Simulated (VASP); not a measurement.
Input:

```
MnO
1.0
    2.76816     0.00000     0.00000
    0.00000     2.76816     0.00000
    0.00000     0.00000     2.76816
Mn O
1 1
Cartesian
  0.00000   0.00000   0.00000
  1.38408   1.38408   1.38408
```
Starting moments (μB, in the order of the record's atoms Mn O): 4.4 0.2.

All values below come from PBE GGA, VASP's PBE PAW potentials (set 64) (plane waves; VASP). Run with 520 eV cut-off, Gaussian smearing of 0.050 eV, potentials Mn_pv O.

The moments were started parallel, and other spin orders were not tried in this run.

**Question.** Predict the cell moment, band gap (along the path) with the smallest direct gap where there is one.

**Answer.** 
| Property | Result |
|---|---|
| band gap (along the path) | none (metal, semimetal or under 0.01 eV) |
| cell moment | 4.96 μB |

Only differences to runs with the same potentials and settings are physical.

The structure was generated: MnO was put into the CsCl type type (Pm-3m), which need not be its known phase. It was relaxed first, which changed the volume by +12 %.
